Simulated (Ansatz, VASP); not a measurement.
One calculation of PtC, two programs

The input INCAR:

```
PREC     = Accurate       # precision mode
ENCUT    = 520            # plane-wave cutoff, eV
EDIFF    = 1E-7           # SCF threshold, eV
ISMEAR   = -1             # smearing method
SIGMA    = 0.03           # smearing width, eV
LREAL    = False          # projectors in reciprocal space
LASPH    = True           # aspherical terms in the spheres
NELM     = 60             # most SCF steps
ALGO     = Normal         # electronic algorithm
ISIF     = 2              # what is computed and relaxed
LWAVE    = False          # write WAVECAR
LCHARG   = False          # write CHGCAR
GGA      = PE             # functional
NBANDS   = 14             # bands
```

File KPOINTS:

```
Automatic mesh
0
Gamma
  13 13 13
```

POSCAR

```
PtC
1.0
    0.0000000000      2.1877036099      2.1877036099
    2.1877036099      0.0000000000      2.1877036099
    2.1877036099      2.1877036099      0.0000000000
Pt C
1 1
Direct
    0.0000000000      0.0000000000      0.0000000000
    0.5000000000      0.5000000000      0.5000000000
```

Input for Ansatz:

```yaml
crystal:
  lattice:
    - [0.0, 2.1877036099, 2.1877036099]
    - [2.1877036099, 0.0, 2.1877036099]
    - [2.1877036099, 2.1877036099, 0.0]
  atoms:
    - { symbol: Pt, position: [0.0, 0.0, 0.0] }
    - { symbol: C, position: [0.5, 0.5, 0.5] }
kpoints:
  mp_grid: { grid: [13, 13, 13] }
scf:
  occupations: { method: fermi_dirac, width: 0.03 }
hamiltonian:
  xc: pbe
  pseudopotentials: { kind: all_electron, lapw: { basis_error: 0.00025 } }
output:
  forces: true
  stress: true
  eigenvalues: true
```

Change from the starting cell: volume scaled by 0.9405.

Alike in both runs: task single point; functional PBE; k mesh 13 × 13 × 13; occupations fermi-dirac, width 0.03 eV; no spin polarisation.

|  | VASP | Ansatz |
| --- | --- | --- |
| version | VASP 6.6.1 | Ansatz 0.2.0 |
| potentials or method | VASP PAW PBE potentials, release 64 (Pt, C) | all-electron LAPW, scalar-relativistic |
| plane-wave cutoff (eV) | 520 | see its input |

```tsv
	VASP	Ansatz	Ansatz less VASP
pressure (GPa)	18.6	18.5	-0.03
```

Ansatz ran all-electron here, so the differences hold the error of VASP's frozen core and of both bases.

Caveats: so large a pressure means that the cell lies far from this level's equilibrium, or that cutoff or potentials fall short (VASP). Spin-orbit coupling is left out, which matters for the levels of Pt.
